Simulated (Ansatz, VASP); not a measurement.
# SnSe: VASP beside Ansatz, part 2 of 2

One calculation is typed for both programs; each brings its own data sets and cutoff. How far apart do they land? The cell is a member of a volume series, scaled by 1.02 from a relaxed one, so a pressure remains.

VASP 6.6.1 and Ansatz 0.2.0.

So far. Step 5 (Ansatz: single point, r2SCAN, volume scaled by 1.04): The run ends at a pressure of -1.82 GPa, with forces up to 0.28 eV/Å.

**6. VASP: single point, r2SCAN, volume scaled by 1.04**

Level of this step: r2SCAN; plane waves and PAW (Sn_d, Se) (VASP).

The same cell, functional, mesh and smearing now go to VASP, with its own data sets and cutoff.

File INCAR:

```
SYSTEM = SnSe
PREC = Accurate
ENCUT = 400
EDIFF = 1E-06
NELM = 100
ISMEAR = 0
SIGMA = 0.05
LREAL = .FALSE.
ALGO = Normal
METAGGA = R2SCAN
LASPH = .TRUE.
NBANDS = 49
LORBIT = 11
LWAVE = .FALSE.
LCHARG = .FALSE.
KPAR = 4
ISIF = 2
```

File POSCAR:

```
SnSe
1.0
   11.8732994383      0.0000000000      0.0000000000
    0.0000000000      4.1868080193      0.0000000000
    0.0000000000      0.0000000000      4.7325007864
Sn Se
4 4
Direct
    0.1205912525      0.2500000000      0.1176291927
    0.3794087475      0.7500000000      0.6176291927
    0.6205912525      0.2500000000      0.3823708073
    0.8794087475      0.7500000000      0.8823708073
    0.3517336132      0.2500000000      0.0078442043
    0.1482663868      0.7500000000      0.5078442043
    0.8517336132      0.2500000000      0.4921557957
    0.6482663868      0.7500000000      0.9921557957
```

File KPOINTS:

```
Automatic mesh
0
Gamma
2 6 5
0 0 0
```

PAW data sets: Sn_d and Se (PBE family, release 64).

Started as:

```sh
$ mpirun -np 4 vasp_std
```

Numbers of over 12 decimals in the logs are rounded to 6 here.

Log:

```text
[banner, memory and clock lines left out]
running    4 mpi-ranks, on    1 nodes
[...]
[... a notice as in an earlier step ...]

 LDA part: xc-table for (None), standard interpolation
 POSCAR, INCAR and KPOINTS ok, starting setup
[...]
entering main loop
       N       E                     dE             d eps       ncg     rms          rms(c)
DAV:   1     0.667298063614E+03    0.66730E+03   -0.32608E+04  2456   0.178E+03
DAV:   2    -0.382493099449E+02   -0.70555E+03   -0.68560E+03  2384   0.520E+02
DAV:   3    -0.164867187665E+03   -0.12662E+03   -0.12088E+03  2849   0.191E+02
DAV:   4    -0.173107957382E+03   -0.82408E+01   -0.81365E+01  2741   0.508E+01
[...]
DAV:  12    -0.159769032156E+03   -0.34826E-05   -0.64298E-05  3147   0.573E-02    0.106E-02
DAV:  13    -0.159769034412E+03   -0.22563E-05   -0.17855E-05  2673   0.239E-02    0.358E-03
DAV:  14    -0.159769033813E+03    0.59911E-06   -0.11922E-06  1620   0.816E-03
   1 F= -.15976903E+03 E0= -.15976903E+03  d E =-.670390E-11
```

From OUTCAR (step 6):

```text
  Total       -2.6951717     -2.8189517     -2.5657110      0.0000000      0.0000000      0.0000000
  in kB      -18.3548933    -19.1978706    -17.4732282      0.0000000      0.0000000      0.0000000
  external PRESSURE =     -18.3419974 kB  Pullay stress =       0.0000000 kB

 POSITION                                       TOTAL-FORCE (eV/Angst)
 -----------------------------------------------------------------------------------
      1.43182      1.04670      0.55668         0.213307     -0.000000      0.162913
      4.50483      3.14011      2.92293        -0.213307      0.000000      0.162913
      7.36847      1.04670      1.80957         0.213307     -0.000000     -0.162913
     10.44148      3.14011      4.17582        -0.213307      0.000000     -0.162913
      4.17624      1.04670      0.03712        -0.118549      0.000000     -0.140567
      1.76041      3.14011      2.40337         0.118549      0.000000     -0.140567
     10.11289      1.04670      2.32913        -0.118549     -0.000000      0.140567
      7.69706      3.14011      4.69538         0.118549      0.000000      0.140567
 -----------------------------------------------------------------------------------
    total drift:                                0.000000      0.000000      0.000000

  FREE ENERGIE OF THE ION-ELECTRON SYSTEM (eV)
  ---------------------------------------------------
  free  energy   TOTEN  =      -159.7690338131 eV

  energy  without entropy=     -159.7690338131  energy(sigma->0) =     -159.76903381

[... 1 part as in an earlier step ...]

[... 2 further parts left out ...]
[key lines of the parts left out:]
E-fermi :   4.2657
```

The run ends at a pressure of -1.83 GPa, with forces up to 0.27 eV/Å.

**7. Differences**

Compared:

| quantity | Ansatz | VASP | difference |
| --- | --- | --- | --- |
| pressure (GPa) | -1.82 | -1.83 | +0.02 |
| gap on the k mesh (eV) | 1.151 | 1.149 | +0.003 |

Forces (eV/Å; atoms numbered as in POSCAR):

| atom | Ansatz x, y, z | VASP x, y, z |
| --- | --- | --- |
| Sn1 | 0.223, 0.000, 0.176 | 0.213, 0.000, 0.163 |
| Sn2 | -0.223, 0.000, 0.176 | -0.213, 0.000, 0.163 |
| Sn3 | 0.223, 0.000, -0.176 | 0.213, 0.000, -0.163 |
| Sn4 | -0.223, 0.000, -0.176 | -0.213, 0.000, -0.163 |
| Se5 | -0.123, 0.000, -0.151 | -0.119, 0.000, -0.141 |
| Se6 | 0.123, 0.000, -0.151 | 0.119, 0.000, -0.141 |
| Se7 | -0.123, 0.000, 0.151 | -0.119, 0.000, 0.141 |
| Se8 | 0.123, 0.000, 0.151 | 0.119, 0.000, 0.141 |

The forces differ by 8.2 meV/Å r.m.s., which is 6.2 % of the r.m.s. force of 0.13 eV/Å (both taken over all components). A gap on the mesh is an upper bound, since the band edges may lie between its points. Ansatz's pressure holds a Pulay correction of 0.01 GPa; VASP's holds none.

**8. Ansatz: single point, r2SCAN, volume scaled by 1.06**

With cell and atoms fixed, the geometry can't cause a difference; cores, projectors, grids and the points listed under the comparison can. The cell compared in this pair holds 239.78 Å³, against 235.26 Å³ for the pair before.

The cell is a member of a volume series, scaled by 1.06 from a relaxed one, so a pressure remains.

File input.yaml:

```yaml
crystal:
  lattice:
    - [11.9489275884, 0.0, 0.0]
    - [0.0, 4.2134763053, 0.0]
    - [0.0, 0.0, 4.7626449162]
  atoms:
    - { symbol: Sn, position: [0.1205912525, 0.25, 0.1176291927] }
    - { symbol: Sn, position: [0.3794087475, 0.75, 0.6176291927] }
    - { symbol: Sn, position: [0.6205912525, 0.25, 0.3823708073] }
    - { symbol: Sn, position: [0.8794087475, 0.75, 0.8823708073] }
    - { symbol: Se, position: [0.3517336132, 0.25, 0.0078442043] }
    - { symbol: Se, position: [0.1482663868, 0.75, 0.5078442043] }
    - { symbol: Se, position: [0.8517336132, 0.25, 0.4921557957] }
    - { symbol: Se, position: [0.6482663868, 0.75, 0.9921557957] }
hamiltonian:
  xc: r2scan
  pseudopotentials: { kind: paw }
kpoints:
  mp_grid: { grid: [2, 6, 5] }
scf:
  occupations: { method: gaussian, width: 0.05 }
  n_extra_bands: 6
output:
  forces: true
  stress: true
  eigenvalues: true
```

Started as:

```sh
$ ansatz run input.yaml --threads 4 --pin off --max-ram 9216MiB --backend cpu --events-out ev --progress --plain --runs-dir out
```

Log:

```text
[...]
Crystal: 8 atoms, lattice volume = 239.783 Å³
Basis set: ecut = 500 eV, 6089 PW (Γ), exchange–correlation on 360×128×144 points (64 copies of the dense FFT grid, shifted against one another)
Bands: 66, of which v1, the nominal top of the filled ones, is band 60 counted from 1 (59 counted from 0)
Symmetry: 8 space group operations
[...]
k-points: 24 of 60
[...]
k-point 0: bands = [... 56 lower, 5.7607, 6.2334, 6.4926, 6.9124, 8.3944, 10.0851, 10.2544, 10.3505, ... 2 higher]
  k-point 1: bands = [... 56 lower, 5.9399, 6.0827, 6.7365, 6.8286, 8.6102, 9.1347, 9.9450, 10.1599, ... 2 higher]
  k-point 2: bands = [... 56 lower, 6.0362, 6.7416, 6.9319, 6.9643, 8.5806, 8.8509, 9.3101, 9.3327, ... 2 higher]
  k-point 23: bands = [... 56 lower, 5.8318, 5.8318, 5.8318, 5.8318, 10.0031, 10.0031, 10.0031, 10.0031, ... 2 higher]
[key lines of the parts left out:]
SCF converged after 7 iterations
Free energy (F): -46070.575560 eV
Fermi energy:    7.591336 eV
P = ⅓ Tr σ = -2.5886 GPa (-25.886 kbar)
```

The job ended after 15 s (4 threads of Arm Neoverse V1, shared host; peak memory 1.4 GiB).

The run ends at a pressure of -2.59 GPa, with forces up to 0.40 eV/Å.

**9. VASP: single point, r2SCAN, volume scaled by 1.06**

The same cell, functional, mesh and smearing now go to VASP, with its own data sets and cutoff.

INCAR is that of step 6.

POSCAR: that of step 6 with these lines changed.

```diff
@@ -2,5 +2,5 @@
 1.0
-   11.8732994383      0.0000000000      0.0000000000
-    0.0000000000      4.1868080193      0.0000000000
-    0.0000000000      0.0000000000      4.7325007864
+   11.9489275884      0.0000000000      0.0000000000
+    0.0000000000      4.2134763053      0.0000000000
+    0.0000000000      0.0000000000      4.7626449162
 Sn Se
```

KPOINTS is that of step 6.

Started as:

```sh
$ mpirun -np 4 vasp_std
```

Log:

```text
[... set-up lines as in an earlier step ...]
 entering main loop
       N       E                     dE             d eps       ncg     rms          rms(c)
DAV:   1     0.658139003038E+03    0.65814E+03   -0.32762E+04  2480   0.177E+03
DAV:   2    -0.394607632912E+02   -0.69760E+03   -0.67741E+03  2392   0.517E+02
DAV:   3    -0.164963734810E+03   -0.12550E+03   -0.11981E+03  2863   0.190E+02
DAV:   4    -0.173111864468E+03   -0.81481E+01   -0.80398E+01  2756   0.505E+01
[...]
DAV:  12    -0.159708040437E+03   -0.20435E-05   -0.73383E-05  3027   0.628E-02    0.101E-02
DAV:  13    -0.159708042978E+03   -0.25416E-05   -0.18210E-05  2712   0.240E-02    0.406E-03
DAV:  14    -0.159708042233E+03    0.74533E-06   -0.12631E-06  1543   0.890E-03
   1 F= -.15970804E+03 E0= -.15970804E+03  d E =-.274858E-14
```

From OUTCAR (step 9):

```text
  Total       -3.9025884     -4.0759807     -3.7338214      0.0000000     -0.0000000      0.0000000
  in kB      -26.0762803    -27.2348515    -24.9486148      0.0000000     -0.0000000      0.0000000
  external PRESSURE =     -26.0865822 kB  Pullay stress =       0.0000000 kB

 POSITION                                       TOTAL-FORCE (eV/Angst)
 -----------------------------------------------------------------------------------
      1.44094      1.05337      0.56023         0.306941      0.000000      0.231987
      4.53353      3.16011      2.94155        -0.306941     -0.000000      0.231987
      7.41540      1.05337      1.82110         0.306941      0.000000     -0.231987
     10.50799      3.16011      4.20242        -0.306941      0.000000     -0.231987
      4.20284      1.05337      0.03736        -0.170249      0.000000     -0.203122
      1.77162      3.16011      2.41868         0.170249     -0.000000     -0.203122
     10.17730      1.05337      2.34396        -0.170249     -0.000000      0.203122
      7.74609      3.16011      4.72529         0.170249      0.000000      0.203122
 -----------------------------------------------------------------------------------
    total drift:                                0.000000      0.000000      0.000000

  FREE ENERGIE OF THE ION-ELECTRON SYSTEM (eV)
  ---------------------------------------------------
  free  energy   TOTEN  =      -159.7080422331 eV

  energy  without entropy=     -159.7080422331  energy(sigma->0) =     -159.70804223

[... 1 part as in an earlier step ...]

[... 2 further parts left out ...]
[key lines of the parts left out:]
E-fermi :   4.0896
```

The run ends at a pressure of -2.61 GPa, with forces up to 0.38 eV/Å.

**10. Side by side**

Compared:

| quantity | Ansatz | VASP | difference |
| --- | --- | --- | --- |
| pressure (GPa) | -2.59 | -2.61 | +0.02 |
| gap on the k mesh (eV) | 1.173 | 1.171 | +0.003 |

Forces (eV/Å; atoms numbered as in POSCAR):

| atom | Ansatz x, y, z | VASP x, y, z |
| --- | --- | --- |
| Sn1 | 0.316, 0.000, 0.245 | 0.307, 0.000, 0.232 |
| Sn2 | -0.316, 0.000, 0.245 | -0.307, 0.000, 0.232 |
| Sn3 | 0.316, 0.000, -0.245 | 0.307, 0.000, -0.232 |
| Sn4 | -0.316, 0.000, -0.245 | -0.307, 0.000, -0.232 |
| Se5 | -0.174, 0.000, -0.213 | -0.170, 0.000, -0.203 |
| Se6 | 0.174, 0.000, -0.213 | 0.170, 0.000, -0.203 |
| Se7 | -0.174, 0.000, 0.213 | -0.170, 0.000, 0.203 |
| Se8 | 0.174, 0.000, 0.213 | 0.170, 0.000, 0.203 |

The forces differ by 7.8 meV/Å r.m.s., which is 4.1 % of the r.m.s. force of 0.19 eV/Å (both taken over all components). A gap on the mesh is an upper bound, since the band edges may lie between its points. Ansatz's pressure holds a Pulay correction of 0.01 GPa; VASP's holds none.

**11. What came out**

| Item | Value |
| --- | --- |
| r.m.s. force difference (single point, r2SCAN, volume scaled by 1.02) | 8.8 meV/Å |
| r.m.s. force difference (single point, r2SCAN, volume scaled by 1.04) | 8.2 meV/Å |
| r.m.s. force difference (single point, r2SCAN, volume scaled by 1.06) | 7.8 meV/Å |

In words: The r.m.s. force difference is 8.8 meV/Å (single point, r2SCAN, volume scaled by 1.02), within the 12 meV/Å picked in this series as the mark of a large difference. 1 further run of this series is not shown here. How closely two codes agree says nothing of how well the functional describes the real material.

[Lines on the potential files, build, host, timing and source positions are cut from VASP's logs without a mark.]

[Logs are printed without paths, hosts, clocks, repeated set-up lines and the standing remarks that a program may print on its own settings, such as how far it seeks lower states.]

[Hosts, paths, dates, database ids (printed as entryN), source tags and the programs' standing remarks are cut or masked in the printed files.]
